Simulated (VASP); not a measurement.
VASP ran on this input.

### KPOINTS
```
Automatic mesh
0
Gamma
9 9 9
0 0 0
```

### INCAR
```
SYSTEM = HgTe
PREC = Accurate; ENCUT = 300; LREAL = F
LASPH = T
EDIFF = 1E-6; NELM = 100; ALGO = Normal
LMAXMIX = 6
ISMEAR = -1; SIGMA = 0.05
GGA = PE
ISIF = 2
LWAVE = F; LCHARG = F
```

### POSCAR
```
HgTe
1
    0.0000000000     3.2226940000     3.2226940000
    3.2226940000     0.0000000000     3.2226940000
    3.2226940000     3.2226940000     0.0000000000
Hg Te
1 1
Direct
  0.0000000000   0.0000000000   0.0000000000
  0.2500000000   0.2500000000   0.2500000000
```

POTCAR, in this order: Hg Te (PBE.64 set). Program: vasp_std.

Q: Write an equivalent input for Ansatz.

A: One equivalent input (not run):
Ansatz 0.2 input:
```yaml
crystal:
  lattice:
    - [0.0000000, 3.2226940, 3.2226940]
    - [3.2226940, 0.0000000, 3.2226940]
    - [3.2226940, 3.2226940, 0.0000000]
  atoms:
    - { symbol: Hg, position: [0.0000000, 0.0000000, 0.0000000] }
    - { symbol: Te, position: [0.2500000, 0.2500000, 0.2500000] }
kpoints:
  mp_grid: { grid: [9, 9, 9] }
hamiltonian:
  xc: pbe
  pseudopotentials: { kind: paw }
scf:
  occupations: { method: fermi_dirac, width: 0.05 }
  max_iter: 100
output: { forces: true, stress: true, eigenvalues: true }
```
The two are equivalent in intent, not identical: each code has its own PAW files, so the cut-off isn't converted (ENCUT is set for VASP's; basis.ecutwfc is left out, and Ansatz then takes the one that its files recommend); Ansatz stops its SCF on the density residual and VASP on the energy change (EDIFF).

The structure is a typed HgTe crystal. The cell was not relaxed at this level, and its volume differs by -5.9 % from the start's.
